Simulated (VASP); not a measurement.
VASP runs on MgS (rock salt) share one base input (PBE GGA, plane waves, VASP's PBE PAW potentials (set 64)) and change the settings named in each case.

**INCAR**
```
SYSTEM=MgS
PREC=Accurate; ENCUT=400; LREAL=.FALSE.
LASPH=.TRUE.
EDIFF=1E-6; NELM=100; ALGO=Normal
ISMEAR=0; SIGMA=0.05
GGA=PE
ISIF=2
LWAVE=.FALSE.; LCHARG=.FALSE.
```

### POSCAR
```
MgS
2.60
  0.0000000000   1.0000000000   1.0000000000
  1.0000000000   0.0000000000   1.0000000000
  1.0000000000   1.0000000000   0.0000000000
Mg S
1 1
Cart
  0.0000000000   0.0000000000   0.0000000000
  1.0000000000   1.0000000000   1.0000000000
```

### KPOINTS
```
Automatic mesh
0
Gamma
8 8 8
0 0 0
```

POTCAR, in this order: Mg S (PBE.64 set). Program: vasp_std.

| change | pressure (GPa) | electronic steps |
|---|---|---|
| base run | 1.03 | 12 |
| EDIFF = 1E-2 | 1.54 | 8 |
| EDIFF = 1E-3 | 1.19 | 9 |
| EDIFF = 1E-4 | 0.94 | 10 |
| EDIFF = 1E-5 | 1.03 | 11 |
| EDIFF = 1E-8 | 1.03 | 16 |

Left out are runs that ran out of time, are held back, or changed the cell or the kind of run, fixed moments of cells without a moment, rows past the twelfth, gaps on odd meshes, pressures of charged cells and columns that move by less than the noise.

The compound is MgS in the rock salt structure. The cell was not relaxed at this level.
